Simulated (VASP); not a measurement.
Consider the following.

```
CELL_PARAMETERS angstrom
      1.55665    -2.69620     0.00000
      1.55665     2.69620     0.00000
      0.00000     0.00000     4.98373
ATOMIC_POSITIONS crystal
  Al 0.66667 0.33333 0.50002
  Al 0.33333 0.66667 0.00002
  N  0.66667 0.33333 0.88198
  N  0.33333 0.66667 0.38198
```

Level of theory: PBEsol GGA, VASP's PBE PAW potentials (set 64) (plane waves; VASP). Numerical set-up: 520 eV cut-off, 9×9×5 Γ-centred mesh, tetrahedra with Blöchl corrections, potentials Al N.

The cores are frozen, which limits the accuracy of field gradients.

Question: Give the principal components of the electric field gradient (V/Å²) and the asymmetry η at each nucleus.

Answer: 
```tsv
atom	Vxx	Vyy	Vzz	η
Al1	-2.5	-2.5	5.0	0.00
Al2	-2.5	-2.5	5.0	0.00
N3	-0.1	-0.1	0.1	-
N4	-0.1	-0.1	0.1	-
```

The compound is AlN in the wurtzite structure. It was relaxed first.
